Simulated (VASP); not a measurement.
All values below come from LDA (Ceperley-Alder, Perdew-Zunger), VASP's LDA PAW potentials (set 64) (plane waves; VASP).

VASP input:

KPOINTS:
```
Automatic mesh
0
Gamma
9 9 9
0 0 0
```

**INCAR**
```
SYSTEM = Sn
PREC = Accurate
ENCUT = 400
EDIFF = 1E-6
NELM = 100
ALGO = Normal
LREAL = .FALSE.
LASPH = .TRUE.
ISMEAR = 1
SIGMA = 0.1
LMAXMIX = 4
LWAVE = .FALSE.
LCHARG = .FALSE.
IBRION = 2
ISIF = 3
NSW = 60
EDIFFG = -0.01
```

**POSCAR**
```
Sn
1
    0.0000000000     3.2849850000     3.2849850000
    3.2849850000     0.0000000000     3.2849850000
    3.2849850000     3.2849850000     0.0000000000
Sn
2
Direct
  0.0000000000   0.0000000000   0.0000000000
  0.2500000000   0.2500000000   0.2500000000
```

POTCAR, in this order: Sn_d (LDA.64 set). Program: vasp_std.

Question: What will the output report for the number of irreducible k-points (NKPTS), largest plane-wave count, number of space-group operations, FFT grid (NGX, NGY, NGZ)?

Answer: 
```json
{
 "number of irreducible k-points (NKPTS)": "35",
 "largest_plane_wave_count": "1305",
 "number_of_space_group_operations": "48",
 "FFT grid (NGX, NGY, NGZ)": "30 × 30 × 30"
}
```

The structure comes from a computed database's Sn entry (Fd-3m); how it stands against other phases isn't given here. This run relaxes it. Symmetry was kept, so distortions that lower it aren't found.
